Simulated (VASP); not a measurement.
An input for Quantum ESPRESSO's pw.x (written as the equivalent of a VASP run, and not itself run):

```
&CONTROL
  calculation = 'scf'
  pseudo_dir = './pseudo'
  outdir = './out'
  tprnfor = .true.
  tstress = .true.
/
&SYSTEM
  ibrav = 0
  nat = 3
  ntyp = 2
  ecutwfc = 66
  occupations = 'tetrahedra'
  input_dft = 'vdw-df2-b86r'
/
&ELECTRONS
  conv_thr = 7.3e-09
  electron_maxstep = 100
/
ATOMIC_SPECIES
  Zr 91.224 Zr.upf
  S 32.060 S.upf
CELL_PARAMETERS angstrom
     1.8293359   -3.1685028   -0.0000000
     1.8293359    3.1685028    0.0000000
     0.0000000    0.0000000    5.8251596
ATOMIC_POSITIONS crystal
  Zr   0.0000000  0.0000000  0.0000000
  S    0.3333330  0.6666670  0.2501269
  S    0.6666670  0.3333330  0.7498731
K_POINTS automatic
  8 8 5 0 0 0
```

Question: Write the VASP files for the same calculation (rev-vdW-DF2).

Answer: One answer among several that fit: 
### INCAR
```
SYSTEM  =  ZrS2
PREC  =  Accurate; ENCUT  =  520; LREAL  =  .FALSE.
LASPH  =  .TRUE.
EDIFF  =  1E-7; NELM  =  100; ALGO  =  Normal
LMAXMIX  =  4
ISMEAR  =  -5
GGA  =  MK; LUSE_VDW  =  .TRUE.; AGGAC  =  0.0
PARAM1  =  0.1234568; PARAM2  =  0.7114; ZAB_VDW  =  -1.8867
ISIF  =  2
LWAVE  =  .FALSE.; LCHARG  =  .TRUE.; LORBIT  =  11
NEDOS  =  601
LEFG  =  .TRUE.
```

### POSCAR
```
ZrS2
1
    1.8293359195    -3.1685027788    -0.0000000000
    1.8293359195     3.1685027788     0.0000000000
    0.0000000000     0.0000000000     5.8251595895
Zr S
1 2
Direct
  0.0000000000   0.0000000000   0.0000000000
  0.3333330000   0.6666670000   0.2501268515
  0.6666670000   0.3333330000   0.7498731485
```

File KPOINTS:
```
Automatic mesh
0
G
  8 8 5
0 0 0
```

POTCAR, in this order: Zr_sv S (PBE.64 set). Program: vasp_std.

What does not carry over: the potentials are each code's own (VASP's PAW set, PseudoDojo norm-conserving files in pw.x), so ENCUT and ecutwfc are chosen apart and not converted; conv_thr bounds pw.x's estimated SCF error, while EDIFF bounds the energy change between steps; the field gradients of LEFG aren't asked of the other code.

The compound is ZrS2 in the 1T layered structure. It was relaxed first.
